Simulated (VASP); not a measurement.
# NiMo7S16 (a cell with a defect) in VASP: further runs, part 2 of 2

VASP 6.6.1.

### Step 3. Single point, PBEsol+U, collinear spin, ferromagnetic start

The input, INCAR:

```
SYSTEM = NiMo7S16
PREC     = Accurate       ! precision mode
ENCUT    = 350            ! plane-wave cutoff, eV
EDIFF    = 1E-5           ! SCF threshold, eV
ISMEAR   = 0              ! smearing method
SIGMA    = 0.03           ! smearing width, eV
LREAL    = Auto         
LASPH    = .True.         ! aspherical terms in the spheres
NELM     = 120            ! most SCF steps
ALGO     = Normal         ! electronic algorithm
ISIF     = 2              ! what is computed and relaxed
LWAVE    = .False.        ! write WAVECAR
LCHARG   = .False.        ! write CHGCAR
ISPIN    = 2              ! spin polarisation
MAGMOM   = 0.4 0 0 0 0 0 0 0 0 0 0 0 0 0 0 0 0 0 0 0 0 0 0 0 ! initial moments
LORBIT   = 11             ! projections on sites
LMAXMIX  = 4              ! l up to which the mixer works
LDAU     = .True.         ! DFT+U
LDAUTYPE = 2            
LDAUL    = 2 -1 -1        ! shell
LDAUU    = 5 0 0          ! U, eV
LDAUJ    = 0 0 0        
LDAUPRINT= 1            
GGA      = PS             ! functional
KPAR     = 4
```

The input, KPOINTS:

```
regular mesh
0
Gamma
  3 3 2
  0 0 0
```

The input, POSCAR:

```
NiMo7S16
1.0
    6.3379960990      0.0000000000      0.0000000000
   -3.1689980495      5.4888656308      0.0000000000
    0.0000000000      0.0000000000     12.3240000000
Ni Mo S
1 7 16
Direct
    0.1666666667      0.3333333333      0.2500000000
    0.1666666667      0.8333333333      0.2500000000
    0.6666666667      0.3333333333      0.2500000000
    0.6666666667      0.8333333333      0.2500000000
    0.3333333333      0.1666666667      0.7500000000
    0.3333333333      0.6666666667      0.7500000000
    0.8333333333      0.1666666667      0.7500000000
    0.8333333333      0.6666666667      0.7500000000
    0.1666666667      0.3333333333      0.6230000000
    0.1666666667      0.8333333333      0.6230000000
    0.6666666667      0.3333333333      0.6230000000
    0.6666666667      0.8333333333      0.6230000000
    0.3333333333      0.1666666667      0.1230000000
    0.3333333333      0.6666666667      0.1230000000
    0.8333333333      0.1666666667      0.1230000000
    0.8333333333      0.6666666667      0.1230000000
    0.1666666667      0.3333333333      0.8770000000
    0.1666666667      0.8333333333      0.8770000000
    0.6666666667      0.3333333333      0.8770000000
    0.6666666667      0.8333333333      0.8770000000
    0.3333333333      0.1666666667      0.3770000000
    0.3333333333      0.6666666667      0.3770000000
    0.8333333333      0.1666666667      0.3770000000
    0.8333333333      0.6666666667      0.3770000000
```

Potentials or basis: VASP PAW PBE potentials, release 64 (Ni, Mo_sv, S).

Command:

```sh
$ cat potpaw_PBE.64/Ni/POTCAR potpaw_PBE.64/Mo_sv/POTCAR potpaw_PBE.64/S/POTCAR > POTCAR
$ mpirun -np 4 vasp_std > vasp.out
```

OUTCAR:

```text
SYSTEM = NiMo7S16
   PREC = Accurate
   ENCUT = 350
   EDIFF = 1E-5
   ISMEAR = 0
   LREAL = Auto
   LASPH = .True.
   NELM = 120
   ISIF = 2
   ISPIN = 2
   LORBIT = 11
   GGA = PS

 ion  position               nearest neighbor table
   1  0.167  0.333  0.250-  13 2.41  21 2.41  14 2.41  22 2.41  15 2.41  23 2.41   2 3.17   4 3.17
                             2 3.17   4 3.17   3 3.17   3 3.17
   2  0.167  0.833  0.250-  14 2.41  22 2.41  21 2.41  13 2.41  16 2.41  24 2.41   1 3.17   3 3.17
                             1 3.17   3 3.17   4 3.17   4 3.17
   3  0.667  0.333  0.250-  15 2.41  23 2.41  16 2.41  24 2.41  13 2.41  21 2.41   2 3.17   4 3.17
                             4 3.17   2 3.17   1 3.17   1 3.17
   4  0.667  0.833  0.250-  16 2.41  24 2.41  23 2.41  15 2.41  14 2.41  22 2.41   1 3.17   3 3.17
                             3 3.17   1 3.17   2 3.17   2 3.17
   5  0.333  0.167  0.750-   9 2.41  17 2.41  10 2.41  18 2.41  11 2.41  19 2.41   6 3.17   8 3.17
                             6 3.17   8 3.17   7 3.17   7 3.17
   6  0.333  0.667  0.750-  10 2.41  18 2.41  17 2.41   9 2.41  12 2.41  20 2.41   5 3.17   7 3.17
                             5 3.17   7 3.17   8 3.17   8 3.17
   7  0.833  0.167  0.750-  11 2.41  19 2.41  12 2.41  20 2.41   9 2.41  17 2.41   6 3.17   8 3.17
                             8 3.17   6 3.17   5 3.17   5 3.17
   8  0.833  0.667  0.750-  12 2.41  20 2.41  19 2.41  11 2.41  10 2.41  18 2.41   5 3.17   7 3.17
                             7 3.17   5 3.17   6 3.17   6 3.17
   9  0.167  0.333  0.623-   5 2.41   6 2.41   7 2.41
  10  0.167  0.833  0.623-   6 2.41   5 2.41   8 2.41
  11  0.667  0.333  0.623-   7 2.41   8 2.41   5 2.41
  12  0.667  0.833  0.623-   8 2.41   7 2.41   6 2.41
  13  0.333  0.167  0.123-   1 2.41   2 2.41   3 2.41
  14  0.333  0.667  0.123-   2 2.41   1 2.41   4 2.41
[... 8 lines left out ...]
  23  0.833  0.167  0.377-   3 2.41   4 2.41   1 2.41
  24  0.833  0.667  0.377-   4 2.41   3 2.41   2 2.41

  LATTYP: Found a hexagonal cell.
 ALAT       =     6.3379960990
 C/A-ratio  =     1.9444631722

  Lattice vectors:

 A1 = (   6.3379960990,   0.0000000000,   0.0000000000)
 A2 = (  -3.1689980495,   5.4888656308,   0.0000000000)
 A3 = (   0.0000000000,   0.0000000000,  12.3240000000)

Analysis of symmetry for initial positions (statically):
=====================================================================
 Subroutine PRICEL returns:
 Original cell was already a primitive cell.

 Routine SETGRP: Setting up the symmetry group for a
 hexagonal supercell.

 Subroutine GETGRP returns: Found 12 space group operations
 (whereof  2 operations were pure point group operations)
 out of a pool of 24 trial point group operations.

The static configuration has the point symmetry C_1h.
 The point group associated with its full space group is D_3h.

Analysis of symmetry for dynamics (positions and initial velocities):
=====================================================================
 Subroutine PRICEL returns:
 Original cell was already a primitive cell.

 Routine SETGRP: Setting up the symmetry group for a
 hexagonal supercell.

 Subroutine GETGRP returns: Found 12 space group operations
 (whereof  2 operations were pure point group operations)
 out of a pool of 24 trial point group operations.

The dynamic configuration has the point symmetry C_1h.
 The point group associated with its full space group is D_3h.

Analysis of structural, dynamic, and magnetic symmetry:
[... 208 lines left out ...]
  o =  0.8790  v = -0.9191 -0.0000  0.0000 -0.0000  0.3940  0.0000  0.0000  0.0000  0.0000  0.0000      0.0000  0.0000  0.0000  0.0000  0.0000  0.0000  0.0000  0.0000  0.0000  0.0000
  o =  0.8790  v = -0.3940  0.0000 -0.0000  0.0000 -0.9191  0.0000  0.0000  0.0000  0.0000  0.0000      0.0000  0.0000  0.0000  0.0000  0.0000  0.0000  0.0000  0.0000  0.0000  0.0000
  o =  0.8791  v =  0.0000  0.0000  0.0000  0.0000  0.0000 -0.9859  0.0000  0.0000 -0.0000  0.1676      0.0000  0.0000  0.0000  0.0000  0.0000  0.0000  0.0000  0.0000  0.0000  0.0000
  o =  0.8791  v =  0.0000  0.0000  0.0000  0.0000  0.0000 -0.1676 -0.0000 -0.0000 -0.0000 -0.9859      0.0000  0.0000  0.0000  0.0000  0.0000  0.0000  0.0000  0.0000  0.0000  0.0000
  o =  0.9236  v =  0.0000  0.0000  0.0000  0.0000  0.0000 -0.0000 -0.0000 -1.0000  0.0000  0.0000      0.0000  0.0000  0.0000  0.0000  0.0000  0.0000  0.0000  0.0000  0.0000  0.0000
  o =  0.9236  v = -0.0000  0.0000 -1.0000 -0.0000  0.0000  0.0000  0.0000  0.0000  0.0000  0.0000      0.0000  0.0000  0.0000  0.0000  0.0000  0.0000  0.0000  0.0000  0.0000  0.0000

 number of electron     204.0000014 magnetization      -0.0006257

 Free energy of the ion-electron system (eV)
  ---------------------------------------------------
  ext. energy  EPLUGINS =         0.00000000
  ---------------------------------------------------
  free energy    TOTEN  =      -174.02812233 eV

  energy without entropy =     -174.02812156  energy(sigma->0) =     -174.02812195

 E-fermi :   7.0877     XC(G=0): -10.9284

 val. band max:        6.9936326940   @ k =   0.3333   0.0000   0.5000
 cond. band min:       7.1819168575   @ k =   0.3333   0.0000   0.0000
 fundamental gap:      0.1882841635
 Fermi energy:         7.0876671383

 spin component 1

 k-point     1 :       0.0000    0.0000    0.0000
  band No.  band energies     occupation
      1     -54.3977      1.00000
      2     -54.3676      1.00000
      3     -54.3676      1.00000
      4     -54.2337      1.00000
      5     -54.1950      1.00000
      6     -54.1950      1.00000
[... 691 lines left out ...]
    113       8.7824      0.00000
    114       8.9723      0.00000
 Fermi energy:         7.0876671383

 spin component 2

 k-point     1 :       0.0000    0.0000    0.0000
  band No.  band energies     occupation
      1     -54.3978      1.00000
      2     -54.3677      1.00000
      3     -54.3677      1.00000
      4     -54.2337      1.00000
      5     -54.1950      1.00000
      6     -54.1950      1.00000
[... 691 lines left out ...]
    113       8.7824      0.00000
    114       8.9723      0.00000
 [bands above 114 left out]

------------------------ aborting loop because EDIFF is reached ----------------------------------------

  FORCE on cell =-STRESS in cart. coord.  units (eV):
  Direction    XX          YY          ZZ          XY          YZ          ZX
  --------------------------------------------------------------------------------------
  -------------------------------------------------------------------------------------
  Total      -11.5167552    -11.5167552    -12.3924583      0.0000000     -0.0000000      0.0000000
  in kB      -43.0382358    -43.0382358    -46.3107476      0.0000000     -0.0000000      0.0000000
  external PRESSURE =     -44.1290730 kB  Pullay stress =       0.0000000 kB

 VOLUME and BASIS-vectors are now :
 -----------------------------------------------------------------------------
  energy-cutoff  :      350.00
  volume of cell :      428.73
      direct lattice vectors                 reciprocal lattice vectors
     6.337996099  0.000000000  0.000000000     0.157778576  0.091093503  0.000000000
    -3.168998049  5.488865631  0.000000000     0.000000000  0.182187007  0.000000000
     0.000000000  0.000000000 12.324000000     0.000000000  0.000000000  0.081142486

 POSITION                                       TOTAL-FORCE (eV/Angst)
 -----------------------------------------------------------------------------------
      0.00000      1.82962      3.08100         0.000000      0.000000      0.000000
     -1.58450      4.57405      3.08100         0.147910      0.085396      0.000000
      3.16900      1.82962      3.08100        -0.000000     -0.170792      0.000000
      1.58450      4.57405      3.08100        -0.147910      0.085396      0.000000
      1.58450      0.91481      9.24300        -0.008694      0.005019      0.000000
     -0.00000      3.65924      9.24300         0.000000     -0.010039      0.000000
[... 16 lines left out ...]
      4.75350      0.91481      4.64615         0.156237      0.090204     -0.803736
      3.16900      3.65924      4.64615         0.000000      0.000000     -0.356548
 -----------------------------------------------------------------------------------
    total drift:                                0.000007     -0.000004      0.000000

  FREE ENERGIE OF THE ION-ELECTRON SYSTEM (eV)
  ---------------------------------------------------
  free  energy   TOTEN  =      -174.0281223279 eV

  energy  without entropy=     -174.0281215640  energy(sigma->0) =     -174.02812195

 total charge

# of ion       s       p       d       tot
------------------------------------------
    1        0.359   0.433   8.567   9.359
    2        2.300   6.216   3.918  12.434
    3        2.300   6.216   3.918  12.434
    4        2.300   6.216   3.918  12.434
    5        2.294   6.220   3.953  12.467
    6        2.294   6.220   3.953  12.467
[... 16 lines left out ...]
   23        1.369   2.256   0.000   3.625
   24        1.361   2.302   0.000   3.663
--------------------------------------------------
tot         38.242  80.604  36.136 154.982

 magnetization (x)

# of ion       s       p       d       tot
------------------------------------------
    1        0.000   0.000  -0.000  -0.000
    2       -0.000  -0.000  -0.000  -0.000
    3       -0.000  -0.000  -0.000  -0.000
    4       -0.000  -0.000  -0.000  -0.000
    5        0.000   0.000   0.000   0.000
    6        0.000   0.000   0.000   0.000
[... 16 lines left out ...]
   23       -0.000   0.000   0.000   0.000
   24       -0.000   0.000   0.000   0.000
--------------------------------------------------
tot         -0.000   0.000  -0.000  -0.000
```

Wall time 3.9 min (4 MPI ranks of Intel Xeon 6975P-C (Granite Rapids), shared host); peak memory 0.59 GiB.

What came out:

* Free energy: -174.0281 eV
* Pressure: -4.4 GPa
* Largest force: 0.824 eV/Å
* Band gap on the k mesh: 0.19 eV, indirect (least direct gap 0.19 eV)
* Net moment: 0.00 μB per cell
* Valence electrons inside the program's atomic spheres: Ni 9.36; Mo 12.43, 12.47; S 3.67, 3.62, 3.66

Forces in eV/Å, atoms in the order of the input:
```
Ni   0.000  0.000  0.000
Mo   0.148  0.085  0.000
Mo   0.000 -0.171  0.000
Mo  -0.148  0.085  0.000
Mo  -0.009  0.005  0.000
Mo   0.000 -0.010  0.000
Mo   0.009  0.005  0.000
Mo   0.000  0.000  0.000
S    0.000  0.000  0.323
S    0.003  0.002  0.293
S    0.000 -0.004  0.293
S   -0.003  0.002  0.293
S   -0.156  0.090  0.804
S    0.000 -0.180  0.804
S    0.156  0.090  0.804
S    0.000  0.000  0.357
S    0.000  0.000 -0.323
S    0.003  0.002 -0.293
S    0.000 -0.004 -0.293
S   -0.003  0.002 -0.293
S   -0.156  0.090 -0.804
S    0.000 -0.180 -0.804
S    0.156  0.090 -0.804
S    0.000  0.000 -0.357
```

Eigenvalues of the final occupation matrices:
| site | spin | trace | eigenvalues |
| --- | --- | --- | --- |
| site 1 d | 1 | 4.30 | 0.81 0.81 0.88 0.88 0.92 |
| site 1 d | 2 | 4.30 | 0.81 0.81 0.88 0.88 0.92 |

Caveat: the PAW data sets were made with another functional, which shifts forces and pressure a little. The state reached can hang on the start; a lower one may exist.

### Step 4. Single point, PBEsol+U, collinear spin, ferromagnetic start

INCAR: that of step 3 with these lines changed.

```diff
@@ -9,3 +9,3 @@
 NELM     = 120            ! most SCF steps
-ALGO     = Normal         ! electronic algorithm
+ALGO     = All            ! electronic algorithm
 ISIF     = 2              ! what is computed and relaxed
@@ -14,3 +14,3 @@
 ISPIN    = 2              ! spin polarisation
-MAGMOM   = 0.4 0 0 0 0 0 0 0 0 0 0 0 0 0 0 0 0 0 0 0 0 0 0 0 ! initial moments
+MAGMOM   = 4 0 0 0 0 0 0 0 0 0 0 0 0 0 0 0 0 0 0 0 0 0 0 0 ! initial moments
 LORBIT   = 11             ! projections on sites
@@ -24,2 +24,3 @@
 GGA      = PS             ! functional
+ISYM     = 0            
 KPAR     = 4
```

KPOINTS is that of step 3.

POSCAR is that of step 3.

Command:

```sh
$ cat potpaw_PBE.64/Ni/POTCAR potpaw_PBE.64/Mo_sv/POTCAR potpaw_PBE.64/S/POTCAR > POTCAR
$ mpirun -np 4 vasp_std > vasp.out
```

Wall time 5.1 min (4 MPI ranks of Intel Xeon 6975P-C (Granite Rapids), shared host); peak memory 1.2 GiB.

Results (log left out):

- Free energy: -174.1716 eV
- Pressure: -3.8 GPa
- Largest force: 0.836 eV/Å
- Band gap on the k mesh: none (metal or under the smearing width)
- Net moment: 1.78 μB per cell
- Site moments: Ni +1.09; Mo +0.08, +0.00, +0.01; S +0.00, +0.04, +0.01 μB
- Valence electrons inside the program's atomic spheres: Ni 9.24; Mo 12.44, 12.47; S 3.67, 3.64, 3.66

Forces on the atoms (eV/Å):
```
Ni   0.000  0.000  0.001
Mo  -0.043 -0.024  0.000
Mo   0.000  0.049  0.000
Mo   0.043 -0.024  0.000
Mo  -0.026  0.015  0.000
Mo   0.000 -0.030  0.000
Mo   0.026  0.015  0.000
Mo   0.000  0.000  0.000
S    0.000  0.000  0.322
S    0.010  0.006  0.286
S    0.000 -0.012  0.286
S   -0.010  0.006  0.286
S   -0.244  0.141  0.787
S    0.001 -0.281  0.787
S    0.244  0.140  0.787
S    0.000  0.000  0.391
S    0.000  0.000 -0.322
S    0.010  0.006 -0.286
S    0.000 -0.012 -0.286
S   -0.010  0.006 -0.286
S   -0.244  0.141 -0.787
S    0.000 -0.281 -0.787
S    0.244  0.140 -0.787
S    0.000  0.000 -0.391
```

Stress tensor (GPa, compression positive):
```
-3.29  0.00  0.00
 0.00 -3.29  0.00
 0.00  0.00 -4.69
```

Levels at points of the mesh, in eV from the Fermi level:
Spin up:
| k point | band 99 | band 100 | band 101 | band 102 | band 103 | band 104 | band 105 | band 106 | band 107 | band 108 |
| --- | --- | --- | --- | --- | --- | --- | --- | --- | --- | --- |
| (0.00, 0.00, 0.00) | -1.11 | -0.55 | -0.55 | -0.34 | 0.22 | 0.22 | 0.64 | 1.64 | 1.68 | 1.68 |
| (0.00, 0.00, 0.50) | -0.72 | -0.55 | -0.55 | -0.22 | 0.23 | 0.23 | 0.63 | 1.65 | 1.67 | 1.68 |
Spin down:
```tsv
k point	band 98	band 99	band 100	band 101	band 102	band 103	band 104	band 105
(0.00, 0.00, 0.00)	-1.16	-1.09	-0.34	-0.34	-0.31	0.76	1.22	1.22
(0.00, 0.00, 0.50)	-1.30	-0.69	-0.35	-0.35	-0.21	0.76	1.23	1.23
```

Eigenvalues of the final occupation matrices:
```
    site  spin  trace               eigenvalues
site 1 d     1   4.76  0.94 0.94 0.95 0.96 0.96
site 1 d     2   3.67  0.45 0.46 0.91 0.91 0.95
```

Caveat: the k mesh is coarse (spacing up to 0.38 Å⁻¹), so the values aren't converged; the PAW data sets were made with another functional, which shifts forces and pressure a little; the moment fell far below its start of 4 μB, so a state of higher moment may lie lower in energy. The state reached can hang on the start; a lower one may exist.
